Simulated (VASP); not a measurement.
VASP ran on this input.

**KPOINTS**
```
Automatic mesh
0
Gamma
8 8 8
0 0 0
```

**INCAR**
```
SYSTEM=Al3Sc
PREC=Accurate; ENCUT=300; LREAL=F
LASPH=T
EDIFF=1E-6; NELM=100; ALGO=Normal
LMAXMIX=4
ISMEAR=0; SIGMA=0.272
GGA=PE
ISIF=2
LWAVE=F; LCHARG=F
```

POSCAR:
```
Al3Sc
1
    4.0782700000     0.0000000000     0.0000000000
    0.0000000000     4.0782700000     0.0000000000
    0.0000000000     0.0000000000     4.0782700000
Sc Al
1 3
Direct
  0.0000000000   0.0000000000   0.0000000000
  0.0000000000   0.5000000000   0.5000000000
  0.5000000000   0.0000000000   0.5000000000
  0.5000000000   0.5000000000   0.0000000000
```

POTCAR, in this order: Sc_sv Al (PBE.64 set). Program: vasp_std.

Write an equivalent input for Ansatz.

One equivalent input (not run):
Ansatz 0.2 input:
```yaml
crystal:
  lattice:
    - [4.0782700, 0.0000000, 0.0000000]
    - [0.0000000, 4.0782700, 0.0000000]
    - [0.0000000, 0.0000000, 4.0782700]
  atoms:
    - { symbol: Sc, position: [0.0000000, 0.0000000, 0.0000000] }
    - { symbol: Al, position: [0.0000000, 0.5000000, 0.5000000] }
    - { symbol: Al, position: [0.5000000, 0.0000000, 0.5000000] }
    - { symbol: Al, position: [0.5000000, 0.5000000, 0.0000000] }
kpoints:
  mp_grid: { grid: [8, 8, 8] }
hamiltonian:
  xc: pbe
  pseudopotentials: { kind: paw }
scf:
  occupations: { method: gaussian, width: 0.272 }
  max_iter: 100
output: { forces: true, stress: true, eigenvalues: true }
```
Limits of the translation: each code has its own PAW files, so the cut-off isn't converted (ENCUT is set for VASP's; basis.ecutwfc is left out, and Ansatz then takes the one that its files recommend); Ansatz stops its SCF on the density residual and VASP on the energy change (EDIFF).

The structure is a typed Al3Sc crystal (Pm-3m). The cell was not relaxed at this level.
